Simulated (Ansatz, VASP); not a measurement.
# SiTe2 in two plane-wave programs, part 2 of 2

Wanted: the spread between two codes on one cell, functional and k mesh. The cell is taken from a series of runs on this material, whose earlier steps may have relaxed, scaled, displaced or heated it; both programs get it as it stands.

VASP 6.6.1 and Ansatz 0.2.0.

So far: The starting structure; Ansatz: zone-centre phonons, PBEsol.

### Step 3. VASP: zone-centre phonons, PBEsol

Level of this step: PBEsol; plane waves and PAW (Si, Te) (VASP).

The same cell, functional, mesh and smearing now go to VASP, with its own data sets.

Lines of VASP's logs that name or quote its potential files are left out, and so is its time.

Input file INCAR:

```
SYSTEM = SiTe2
PREC = Accurate
ENCUT = 500
EDIFF = 1E-08
NELM = 120
ISMEAR = 1
SIGMA = 0.2
LREAL = .FALSE.
ALGO = Normal
GGA = PS
NBANDS = 14
LORBIT = 11
LWAVE = .FALSE.
LCHARG = .FALSE.
ISIF = 2
IBRION = 8
LASPH = .TRUE.
GGA_COMPAT = .FALSE.
NELMDL = -8
KPAR = 2
```

Input file POSCAR:

```
SiTe2
1.0
    3.7396058904      0.0000000000      0.0000000000
   -1.8698029452      3.4005233863      0.0000000000
    0.0000000000      0.0000000000     30.4240000000
Si Te
1 2
Direct
    0.0000000000      0.0000000000      0.3286878780
    0.3306242286      0.6612484572      0.3810535779
    0.6693757714      0.3387515428      0.2763221781
```

Input file KPOINTS:

```
Automatic mesh
0
Gamma
15 15 1
0 0 0
```

Potentials, in the order of the species: Si and Te (PBE family, release 64).

Command:

```
$ mpirun -np 2 vasp_std
```

Numbers of over 12 decimals in the logs are rounded to 6 here.

The log of the run:

```text
[banner, memory and clock lines left out]
running    2 mpi-ranks, on    1 nodes
 distrk:  each k-point on    1 cores,    2 groups
 distr:  one band on    1 cores,    1 groups

 POSCAR found type information on POSCAR SiTe
 POSCAR found :  2 types and       3 ions
|                                                                             |
|               ----> ADVICE to this user running VASP <----                  |
|                                                                             |
|     You enforced a specific xc type in the INCAR file but a different       |
|     [... a line on the potential file left out ...]
|     I HOPE YOU KNOW WHAT YOU ARE DOING!                                     |
|                                                                             |

 LDA part: xc-table for (Slater+PW92), standard interpolation
 POSCAR, INCAR and KPOINTS ok, starting setup
 FFT: planning ... GRIDC
 FFT: planning ... GRID_SOFT
 FFT: planning ... GRID
 WAVECAR not read
 entering main loop
       N       E                     dE             d eps       ncg     rms          rms(c)
DAV:   1     0.104081064970E+03    0.10408E+03   -0.42001E+03  1792   0.725E+02
DAV:   2    -0.228929835106E+01   -0.10637E+03   -0.99639E+02  3106   0.123E+02
DAV:   3    -0.124061109712E+02   -0.10117E+02   -0.99226E+01  2422   0.480E+01
DAV:   4    -0.127081321144E+02   -0.30202E+00   -0.30108E+00  2372   0.104E+01
DAV:   5    -0.127205893733E+02   -0.12457E-01   -0.12456E-01  3002   0.226E+00
DAV:   6    -0.127207503677E+02   -0.16099E-03   -0.16099E-03  2616   0.206E-01
DAV:   7    -0.127207548963E+02   -0.45286E-05   -0.45285E-05  2952   0.337E-02
DAV:   8    -0.127207549807E+02   -0.84345E-07   -0.84033E-07  2652   0.367E-03    0.883E+00
DAV:   9    -0.126475329630E+02    0.73222E-01   -0.50789E-02  2446   0.146E+00    0.489E+00
DAV:  10    -0.126185991982E+02    0.28934E-01   -0.59565E-02  2428   0.139E+00    0.390E-01
DAV:  11    -0.126184699804E+02    0.12922E-03   -0.62158E-03  2356   0.487E-01    0.299E-01
DAV:  12    -0.126183841330E+02    0.85847E-04   -0.61100E-04  2860   0.148E-01    0.149E-01
DAV:  13    -0.126181682967E+02    0.21584E-03   -0.47875E-04  2386   0.124E-01    0.127E-01
DAV:  14    -0.126182400036E+02   -0.71707E-04   -0.54723E-05  2230   0.454E-02    0.377E-02
[...]
DAV:  23    -0.126185068346E+02   -0.26005E-05   -0.51764E-08  2278   0.670E-04    0.372E-04
DAV:  24    -0.126185081538E+02   -0.13192E-05   -0.13268E-08  2204   0.378E-04    0.350E-04
DAV:  25    -0.126185087028E+02   -0.54892E-06   -0.22619E-09  1910   0.185E-04    0.242E-04
DAV:  26    -0.126185091689E+02   -0.46616E-06   -0.44944E-09  1814   0.198E-04    0.936E-05
DAV:  27    -0.126185092859E+02   -0.11701E-06    0.10984E-10  1802   0.784E-05    0.399E-05
DAV:  28    -0.126185093226E+02   -0.36627E-07    0.56170E-10  1616   0.407E-05    0.258E-05
DAV:  29    -0.126185093344E+02   -0.11789E-07    0.72827E-10  1706   0.240E-05    0.115E-05
DAV:  30    -0.126185093366E+02   -0.22534E-08    0.77871E-10  1604   0.117E-05
   1 F= -.12618509E+02 E0= -.12618284E+02  d E =-.677216E-03
 Linear response reoptimize wavefunctions to high precision
DAV:   1    -0.126185093371E+02   -0.44406E-09    0.77670E-10  1766   0.580E-06
DAV:   2    -0.126185093371E+02   -0.24556E-10    0.78169E-10  1760   0.307E-06
 Linear response DOF=           6
 Linear response progress:
  Degree of freedom:   1/  6
       N       E                     dE             d eps       ncg     rms          rms(c)
RMM:   1    -0.187471676538E-01   -0.18747E-01    0.13504E-02  4369   0.835E-01
RMM:   2    -0.163369988119E-01    0.24102E-02   -0.14110E-03  2876   0.212E-01    0.936E-02
RMM:   3    -0.163565399155E-01   -0.19541E-04   -0.63422E-05  2878   0.506E-02    0.530E-02
RMM:   4    -0.164036038578E-01   -0.47064E-04   -0.20490E-05  2914   0.251E-02    0.506E-03
RMM:   5    -0.163966973583E-01    0.69065E-05   -0.10238E-06  3110   0.643E-03    0.215E-03
RMM:   6    -0.163893829714E-01    0.73144E-05   -0.16639E-07  3113   0.206E-03    0.731E-04
RMM:   7    -0.163900593821E-01   -0.67641E-06   -0.13979E-08  3075   0.735E-04    0.250E-04
RMM:   8    -0.163906575192E-01   -0.59814E-06   -0.20441E-09  3177   0.214E-04    0.519E-05
RMM:   9    -0.163907398327E-01   -0.82314E-07   -0.81716E-10  2974   0.114E-04    0.319E-05
RMM:  10    -0.163907317947E-01    0.80380E-08   -0.82224E-10  3305   0.307E-05    0.397E-06
 first order change of Fermi-energy  -0.26719E-03
 force on displaced ion       1 direction 1 :  -4.268   0.000   0.000
 Linear response progress:
  Degree of freedom:   2/  6
       N       E                     dE             d eps       ncg     rms          rms(c)
RMM:   1    -0.194563056680E-01   -0.19456E-01    0.13313E-02  4445   0.852E-01
RMM:   2    -0.166695039095E-01    0.27868E-02   -0.15429E-03  2904   0.221E-01    0.978E-02
RMM:   3    -0.166806977770E-01   -0.11194E-04   -0.96159E-05  3057   0.559E-02    0.558E-02
RMM:   4    -0.167188023806E-01   -0.38105E-04   -0.23784E-05  3022   0.247E-02    0.145E-02
RMM:   5    -0.167248478880E-01   -0.60455E-05   -0.45852E-06  3046   0.985E-03    0.352E-03
RMM:   6    -0.167144061310E-01    0.10442E-04   -0.58770E-07  3163   0.398E-03    0.864E-04
RMM:   7    -0.167139290742E-01    0.47706E-06   -0.18043E-08  3146   0.104E-03    0.477E-04
[...]
RMM:  14    -0.167154477962E-01    0.13404E-08   -0.11013E-08  3542   0.266E-05    0.345E-06
 first order change of Fermi-energy   0.84292E-03
 force on displaced ion       1 direction 2 :  -0.000  -3.424  -0.438
 Linear response progress:
  Degree of freedom:   3/  6
       N       E                     dE             d eps       ncg     rms          rms(c)
RMM:   1    -0.336623711918E-01   -0.33662E-01    0.34615E-02  4728   0.954E-01
RMM:   2    -0.293222785140E-01    0.43401E-02   -0.25654E-03  2895   0.299E-01    0.155E-01
RMM:   3    -0.291876556921E-01    0.13462E-03   -0.22106E-04  3143   0.790E-02    0.801E-02
RMM:   4    -0.291333297311E-01    0.54326E-04   -0.65932E-05  2963   0.389E-02    0.283E-02
RMM:   5    -0.291246212029E-01    0.87085E-05   -0.95080E-06  3140   0.145E-02    0.822E-03
RMM:   6    -0.291294264129E-01   -0.48052E-05   -0.60477E-07  3130   0.469E-03    0.360E-03
RMM:   7    -0.291350861112E-01   -0.56597E-05   -0.26233E-07  3185   0.243E-03    0.337E-04
RMM:   8    -0.291347400867E-01    0.34602E-06   -0.20525E-08  3283   0.646E-04    0.280E-04
RMM:   9    -0.291344378530E-01    0.30223E-06   -0.25174E-08  3343   0.559E-04    0.688E-05
RMM:  10    -0.291345613615E-01   -0.12351E-06   -0.31491E-09  3327   0.121E-04    0.475E-05
RMM:  11    -0.291346732729E-01   -0.11191E-06   -0.16083E-08  3365   0.267E-04    0.222E-05
RMM:  12    -0.291346577124E-01    0.15561E-07   -0.92158E-09  3539   0.138E-04    0.161E-05
RMM:  13    -0.291346030640E-01    0.54648E-07   -0.29627E-08  3518   0.114E-04    0.102E-05
RMM:  14    -0.291346160981E-01   -0.13034E-07   -0.47238E-08  3377   0.189E-05    0.548E-06
RMM:  15    -0.291346137095E-01    0.23886E-08   -0.58515E-09  3549   0.314E-05    0.589E-06
 first order change of Fermi-energy  -0.39969E-03
 force on displaced ion       1 direction 3 :   0.000  -0.437  -8.515
 Linear response progress:
  Degree of freedom:   4/  6
       N       E                     dE             d eps       ncg     rms          rms(c)
RMM:   1    -0.410180152517E-01   -0.41018E-01    0.35876E-02  7621   0.104E+00
RMM:   2    -0.406778293058E-01    0.34019E-03   -0.20918E-03  5129   0.281E-01    0.717E-02
RMM:   3    -0.407399198965E-01   -0.62091E-04   -0.13461E-04  5116   0.692E-02    0.511E-02
RMM:   4    -0.408122137501E-01   -0.72294E-04   -0.21151E-05  5286   0.282E-02    0.152E-02
RMM:   5    -0.408393612132E-01   -0.27147E-04   -0.14306E-06  5480   0.922E-03    0.364E-03
RMM:   6    -0.408338678364E-01    0.54934E-05   -0.10575E-07  5565   0.269E-03    0.535E-04
RMM:   7    -0.408329494544E-01    0.91838E-06    0.14650E-08  5787   0.773E-04    0.249E-04
RMM:   8    -0.408334681647E-01   -0.51871E-06    0.53869E-09  5647   0.307E-04    0.648E-05
RMM:   9    -0.408336070427E-01   -0.13888E-06    0.33760E-09  5841   0.105E-04    0.258E-05
RMM:  10    -0.408335759553E-01    0.31087E-07    0.68254E-10  5656   0.460E-05    0.640E-06
RMM:  11    -0.408335931778E-01   -0.17223E-07   -0.45373E-09  5843   0.181E-05    0.385E-06
RMM:  12    -0.408336054316E-01   -0.12254E-07   -0.72789E-10  5728   0.677E-06    0.704E-07
RMM:  13    -0.408336085966E-01   -0.31650E-08    0.91628E-10  4911   0.274E-06    0.293E-07
 first order change of Fermi-energy  -0.10407E-03
 force on displaced ion       2 direction 1 :  -2.332   0.005  -0.003
 Linear response progress:
  Degree of freedom:   5/  6
       N       E                     dE             d eps       ncg     rms          rms(c)
RMM:   1    -0.424642649167E-01   -0.42464E-01    0.37456E-02  4356   0.106E+00
RMM:   2    -0.419005167507E-01    0.56375E-03   -0.21539E-03  2925   0.285E-01    0.714E-02
RMM:   3    -0.419535727139E-01   -0.53056E-04   -0.14281E-04  2984   0.713E-02    0.512E-02
RMM:   4    -0.420109599446E-01   -0.57387E-04   -0.23424E-05  3014   0.282E-02    0.177E-02
RMM:   5    -0.420429058455E-01   -0.31946E-04   -0.36967E-06  3081   0.112E-02    0.405E-03
RMM:   6    -0.420378312044E-01    0.50746E-05   -0.85153E-07  3092   0.381E-03    0.223E-03
RMM:   7    -0.420350244636E-01    0.28067E-05   -0.55754E-08  3203   0.139E-03    0.498E-04
RMM:   8    -0.420347180764E-01    0.30639E-06    0.36112E-09  3233   0.436E-04    0.207E-04
RMM:   9    -0.420350235462E-01   -0.30547E-06   -0.16839E-09  3212   0.195E-04    0.459E-05
RMM:  10    -0.420350369842E-01   -0.13438E-07   -0.21946E-09  3309   0.865E-05    0.207E-05
RMM:  11    -0.420350380615E-01   -0.10773E-08   -0.43687E-09  3367   0.712E-05    0.135E-05
 first order change of Fermi-energy  -0.10159E+00
 force on displaced ion       2 direction 2 :   0.000  -2.498   0.011
 Linear response progress:
  Degree of freedom:   6/  6
       N       E                     dE             d eps       ncg     rms          rms(c)
RMM:   1    -0.796815083476E-01   -0.79682E-01    0.45091E-02  4333   0.111E+00
RMM:   2    -0.781704556267E-01    0.15111E-02   -0.26971E-03  2913   0.317E-01    0.931E-02
RMM:   3    -0.780492780533E-01    0.12118E-03   -0.21644E-04  3077   0.834E-02    0.695E-02
RMM:   4    -0.779859061487E-01    0.63372E-04   -0.39694E-05  3017   0.314E-02    0.384E-02
RMM:   5    -0.779557687540E-01    0.30137E-04   -0.15447E-05  3106   0.215E-02    0.107E-02
RMM:   6    -0.779591130583E-01   -0.33443E-05   -0.17300E-06  3113   0.630E-03    0.798E-03
RMM:   7    -0.779623829100E-01   -0.32699E-05   -0.21858E-07  3212   0.292E-03    0.138E-03
RMM:   8    -0.779633225839E-01   -0.93967E-06    0.79164E-08  3161   0.970E-04    0.129E-03
RMM:   9    -0.779669716605E-01   -0.36491E-05    0.17871E-08  3337   0.128E-03    0.633E-04
RMM:  10    -0.779670488077E-01   -0.77147E-07    0.20358E-08  3290   0.248E-04    0.279E-04
RMM:  11    -0.779697362578E-01   -0.26875E-05   -0.68491E-08  3346   0.707E-04    0.282E-04
RMM:  12    -0.779702170739E-01   -0.48082E-06   -0.74527E-09  3522   0.238E-04    0.207E-04
RMM:  13    -0.779703433527E-01   -0.12628E-06    0.10114E-08  3553   0.305E-04    0.359E-05
RMM:  14    -0.779704229900E-01   -0.79637E-07    0.25442E-08  3593   0.121E-04    0.532E-05
RMM:  15    -0.779704489779E-01   -0.25988E-07    0.92641E-10  3549   0.118E-04    0.408E-05
RMM:  16    -0.779704722063E-01   -0.23228E-07    0.12243E-08  3570   0.426E-05    0.183E-05
RMM:  17    -0.779705158706E-01   -0.43664E-07    0.27929E-09  3524   0.440E-05    0.943E-06
RMM:  18    -0.779705219069E-01   -0.60362E-08    0.87046E-09  3359   0.137E-05    0.875E-06
 first order change of Fermi-energy   0.10197E+01
 force on displaced ion       2 direction 3 :  -0.000   0.029  -7.002
 Linear response finished
```

From OUTCAR (step 3):

```text
ion  position               nearest neighbor table
   1  0.000  0.000  0.329-   3 2.71   3 2.71   2 2.71   2 2.71   3 2.76   2 2.76
   2  0.331  0.661  0.381-   1 2.71   1 2.71   1 2.76
   3  0.669  0.339  0.276-   1 2.71   1 2.71   1 2.76

  LATTYP: Found a base centered orthorhombic cell.
 ALAT       =     3.7396058904
 B/A-ratio  =     1.8186533480
 C/A-ratio  =     8.1356166643

 Subroutine GETGRP returns: Found  4 space group operations
 (whereof  2 operations were pure point group operations)

The static configuration has the point symmetry C_1h.
 The point group associated with its full space group is C_2h.

 Found     64 irreducible k-points:

   k-points           NKPTS =     64   k-points in BZ     NKDIM =     64   number of bands    NBANDS=     14

   dimension x,y,z NGX =    28 NGY =   28 NGZ =  224
   dimension x,y,z NGXF=    56 NGYF=   56 NGZF=  448

   ENCUT  =  500.0 eV  36.75 Ry    6.06 a.u.   6.82  7.08 55.47*2*pi/ulx,y,z

   NELECT =      16.0000    total number of electrons

 k-points in reciprocal lattice and weights: Automatic mesh
   0.00000000  0.00000000  0.00000000       0.004
   0.06666667 -0.00000000  0.00000000       0.018
   0.13333333  0.00000000  0.00000000       0.018
   0.20000000 -0.00000000  0.00000000       0.018
   0.26666667  0.00000000  0.00000000       0.018
   0.33333333 -0.00000000  0.00000000       0.018
   0.40000000  0.00000000  0.00000000       0.018
   0.46666667 -0.00000000  0.00000000       0.018
   0.00000000  0.06666667  0.00000000       0.009
[...]
0.00000000  0.46666667  0.00000000       0.009
   0.06666667  0.46666667  0.00000000       0.009

 average (electrostatic) potential at core
       1 -92.4789       2 -96.6134       3 -96.6134

  Total       -1.4349997     -1.7689109      0.0944442      0.0000000     -0.0081479      0.0000000
  in kB       -5.9425726     -7.3253541      0.3911090      0.0000000     -0.0337418      0.0000000
  external PRESSURE =      -4.2922726 kB  Pullay stress =       0.0000000 kB

  energy-cutoff  :      500.00
  volume of cell :      386.89
      direct lattice vectors                 reciprocal lattice vectors
     3.739605890  0.000000000  0.000000000     0.267407858  0.147036189  0.000000000
    -1.869802945  3.400523386  0.000000000     0.000000000  0.294072378  0.000000000
     0.000000000  0.000000000 30.424000000     0.000000000  0.000000000  0.032868788

 POSITION                                       TOTAL-FORCE (eV/Angst)
 -----------------------------------------------------------------------------------
      0.00000      0.00000     10.00000         0.000000     -0.000000      0.000000
      0.00000      2.24859     11.59317        -0.000000     -0.002486      0.030920
      1.86980      1.15193      8.40683         0.000000      0.002486     -0.030920
 -----------------------------------------------------------------------------------
    total drift:                               -0.000000      0.000001     -0.000008

 Eigenvectors and eigenvalues of the dynamical matrix
 ----------------------------------------------------

   1 f  =    9.089190 THz    57.109062 2PiTHz  303.182728 cm-1    37.589851 meV
             X         Y         Z           dx          dy          dz
      0.000000  0.000000 10.000000    -0.000000    0.080785    0.945689
      0.000000  2.248591 11.593174     0.000000   -0.019361   -0.221807
      1.869803  1.151933  8.406826    -0.000000   -0.019361   -0.221807

   2 f  =    6.421107 THz    40.345002 2PiTHz  214.185058 cm-1    26.555551 meV
             X         Y         Z           dx          dy          dz
      0.000000  0.000000 10.000000     0.949083    0.000000   -0.000000
      0.000000  2.248591 11.593174    -0.222757   -0.000000   -0.000000
      1.869803  1.151933  8.406826    -0.222757   -0.000000    0.000000

   3 f  =    5.719234 THz    35.935006 2PiTHz  190.773105 cm-1    23.652840 meV
             X         Y         Z           dx          dy          dz
      0.000000  0.000000 10.000000    -0.000000    0.945767   -0.080914
      0.000000  2.248591 11.593174     0.000000   -0.221641    0.019087
      1.869803  1.151933  8.406826    -0.000000   -0.221641    0.019087

   4 f  =    4.323460 THz    27.165098 2PiTHz  144.215092 cm-1    17.880385 meV
             X         Y         Z           dx          dy          dz
      0.000000  0.000000 10.000000    -0.000000   -0.000000   -0.000000
      0.000000  2.248591 11.593174     0.000000   -0.029028    0.706511
      1.869803  1.151933  8.406826    -0.000000    0.029028   -0.706511

   5 f  =    2.504333 THz    15.735190 2PiTHz   83.535566 cm-1    10.357086 meV
             X         Y         Z           dx          dy          dz
      0.000000  0.000000 10.000000    -0.000000    0.000000   -0.000000
      0.000000  2.248591 11.593174     0.000000    0.706511    0.029028
      1.869803  1.151933  8.406826    -0.000000   -0.706511   -0.029028

   6 f  =    2.200382 THz    13.825408 2PiTHz   73.396844 cm-1     9.100045 meV
             X         Y         Z           dx          dy          dz
      0.000000  0.000000 10.000000     0.000000    0.000000   -0.000000
      0.000000  2.248591 11.593174    -0.707107    0.000000    0.000000
      1.869803  1.151933  8.406826     0.707107   -0.000000   -0.000000

   7 f/i=    0.000881 THz     0.005535 2PiTHz    0.029384 cm-1     0.003643 meV
             X         Y         Z           dx          dy          dz
      0.000000  0.000000 10.000000     0.000000   -0.004270   -0.314818
      0.000000  2.248591 11.593174     0.000000   -0.009435   -0.671079
      1.869803  1.151933  8.406826     0.000000   -0.009435   -0.671079

   8 f/i=    0.001080 THz     0.006784 2PiTHz    0.036016 cm-1     0.004465 meV
             X         Y         Z           dx          dy          dz
      0.000000  0.000000 10.000000     0.315025   -0.000000    0.000000
      0.000000  2.248591 11.593174     0.671103   -0.000000    0.000000
      1.869803  1.151933  8.406826     0.671103   -0.000000    0.000000

   9 f/i=    0.005266 THz     0.033084 2PiTHz    0.175640 cm-1     0.021777 meV
             X         Y         Z           dx          dy          dz
      0.000000  0.000000 10.000000     0.000000    0.314611   -0.003867
      0.000000  2.248591 11.593174     0.000000    0.671127   -0.009529
      1.869803  1.151933  8.406826     0.000000    0.671127   -0.009529

 ELASTIC MODULI CONTR FROM IONIC RELAXATION (kBar)
 Direction    XX          YY          ZZ          XY          YZ          ZX
 --------------------------------------------------------------------------------
 XX         -21.4399    -13.3233    -55.7820     -0.0000     15.3980      0.0000
 YY         -13.3233    -20.8859    -61.9604     -0.0000     -6.4154      0.0000
 ZZ         -55.7820    -61.9604   -204.2351     -0.0000      5.4529      0.0000
 XY          -0.0000     -0.0000     -0.0000     -4.2624      0.0000     16.9190
 YZ          15.3980     -6.4154      5.4529      0.0000    -31.3253     -0.0000
 ZX           0.0000      0.0000      0.0000     16.9190     -0.0000    -67.1575
 --------------------------------------------------------------------------------
```

Energies printed during the response cycles are not total energies of the cell.

### Step 4. Differences

Known differences besides the potentials themselves: Ansatz cuts the interaction across the vacuum, VASP repeats the sheet without a dipole correction; the data sets hold 36 valence electrons in Ansatz (on its PAW soft_1 files) and 16 in VASP; the cutoff is 420 eV in Ansatz and 500 eV in VASP; Ansatz makes its cores anew for this functional, VASP keeps those of its PBE data sets. Total energies have different zeros and are not compared.

Compared:

```csv
quantity,Ansatz,VASP,difference
optical mode 1 (cm⁻¹),68.9,73.4,-6.17 %
optical mode 2 (cm⁻¹),82.6,83.5,-1.16 %
optical mode 3 (cm⁻¹),143.6,144.2,-0.45 %
optical mode 4 (cm⁻¹),187.4,190.8,-1.77 %
optical mode 5 (cm⁻¹),211.1,214.2,-1.43 %
optical mode 6 (cm⁻¹),301.1,303.2,-0.69 %
```

Modes are paired by rising frequency, not by their patterns, so a pair may set unlike modes beside each other; they are those without the splitting of longitudinal modes. Where the cell holds vacuum, a pressure given here is an average over it and none of the material.

### Step 5. Outcome

| Item | Value |
| --- | --- |
| r.m.s. difference of the optical zone-centre modes, each program's sorted by frequency (zone-centre phonons, PBEsol) | 2.8 cm⁻¹ |
| difference in optical mode 1 (zone-centre phonons, PBEsol) | -6.2 % |

In words: The r.m.s. difference of the optical zone-centre modes, each program's sorted by frequency is 2.8 cm⁻¹ (zone-centre phonons, PBEsol). The data sets hold unlike numbers of valence electrons (36 in Ansatz and 16 in VASP), so part of the differences may come from the potentials. Among the rows given in per cent, the largest difference of the zone-centre phonons, PBEsol pair is in optical mode 1, -6.2 %. How closely two codes agree says nothing of how well the functional describes the real material.

[Lines on the potential files, build, host, timing and source positions are cut from VASP's logs without a mark.]

[Logs are printed without paths, hosts, clocks, repeated set-up lines and the standing remarks that a program may print on its own settings, such as how far it seeks lower states.]

[Hosts, paths, dates, database ids (printed as entryN), source tags and the programs' standing remarks are cut or masked in the printed files.]
